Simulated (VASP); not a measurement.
Calculation: PBE GGA, VASP's PBE PAW potentials (set 64) (plane waves; VASP).

VASP input:

INCAR:
```
SYSTEM = ZnO
PREC = Accurate
ENCUT = 350
EDIFF = 1E-6
NELM = 100
ALGO = Normal
LREAL = .FALSE.
LASPH = .TRUE.
ISMEAR = 0
SIGMA = 0.05
GGA = PE
LMAXMIX = 4
LWAVE = .FALSE.
LCHARG = .FALSE.
ISIF = 2
```

**KPOINTS**
```
Automatic mesh
0
Gamma
8 8 5
0 0 0
```

### POSCAR
```
ZnO
1
    1.6250000000    -2.8145830000     0.0000000000
    1.6250000000     2.8145830000     0.0000000000
    0.0000000000     0.0000000000     5.2100000000
Zn O
2 2
Direct
  0.6666670000   0.3333330000   0.5000000000
  0.3333330000   0.6666670000   0.0000000000
  0.6666670000   0.3333330000   0.8820000000
  0.3333330000   0.6666670000   0.3820000000
```

POTCAR, in this order: Zn O (PBE.64 set). Program: vasp_std.

Output of the run:

OSZICAR:
```
       N       E                     dE             d eps       ncg     rms          rms(c)
DAV:   1     0.236172296523E+03    0.23617E+03   -0.15124E+04  1352   0.184E+03
DAV:   2     0.227423464471E+01   -0.23390E+03   -0.22634E+03  1410   0.373E+02
DAV:   3    -0.205571407546E+02   -0.22831E+02   -0.22688E+02  1536   0.130E+02
DAV:   4    -0.209139695856E+02   -0.35683E+00   -0.35654E+00  1446   0.173E+01
DAV:   5    -0.209163719356E+02   -0.24023E-02   -0.24023E-02  1512   0.135E+00    0.149E+01
DAV:   6    -0.178006210066E+02    0.31158E+01   -0.99931E+00  2272   0.676E+01    0.925E+00
DAV:   7    -0.179459213344E+02   -0.14530E+00   -0.23729E+00  1352   0.173E+01    0.542E+00
DAV:   8    -0.179541178961E+02   -0.81966E-02   -0.66823E-01  1990   0.806E+00    0.164E+00
DAV:   9    -0.179006352175E+02    0.53483E-01   -0.15551E-01  2084   0.722E+00    0.291E-01
DAV:  10    -0.179039284720E+02   -0.32933E-02   -0.46971E-02  1320   0.158E+00    0.153E-01
DAV:  11    -0.179038640440E+02    0.64428E-04   -0.13280E-03  1946   0.503E-01    0.373E-02
DAV:  12    -0.179039227876E+02   -0.58744E-04   -0.13546E-04  1730   0.237E-01    0.360E-02
DAV:  13    -0.179039136073E+02    0.91803E-05   -0.32049E-05  1786   0.127E-01    0.128E-02
DAV:  14    -0.179039130168E+02    0.59055E-06   -0.16413E-05  1434   0.366E-02    0.414E-03
DAV:  15    -0.179039123749E+02    0.64186E-06   -0.13124E-06   948   0.114E-02
   1 F= -.17903912E+02 E0= -.17903912E+02  d E =-.257717E-11
```

**OUTCAR**
```
------------------------ aborting loop because EDIFF is reached ----------------------------------------
  FORCE on cell =-STRESS in cart. coord.  units (eV):
  Direction    XX          YY          ZZ          XY          YZ          ZX
  --------------------------------------------------------------------------------------
  Total       -2.1879144     -2.1879151     -2.1812236      0.0000000     -0.0000000      0.0000000
  in kB      -73.5539115    -73.5539343    -73.3289783      0.0000000     -0.0000000      0.0000000
  external PRESSURE =     -73.4789414 kB  Pullay stress =       0.0000000 kB
  volume of cell :       47.66
      direct lattice vectors                 reciprocal lattice vectors
     1.625000000 -2.814583000  0.000000000     0.307692308 -0.177646209  0.000000000
     1.625000000  2.814583000  0.000000000     0.307692308  0.177646209  0.000000000
     0.000000000  0.000000000  5.210000000     0.000000000  0.000000000  0.191938580
  FREE ENERGIE OF THE ION-ELECTRON SYSTEM (eV)
  ---------------------------------------------------
  free  energy   TOTEN  =       -17.9039123749 eV

  energy  without entropy=      -17.9039123749  energy(sigma->0) =      -17.90391237
```
(Selected blocks of OUTCAR.)

At this cut-off the stress carries a Pulay error, which pulls relaxed volumes low.

The compound is ZnO in the wurtzite structure. The cell was not relaxed at this level. The run is one of a series of settings (ENCUT = 350 against the base run), some of them coarse on purpose.
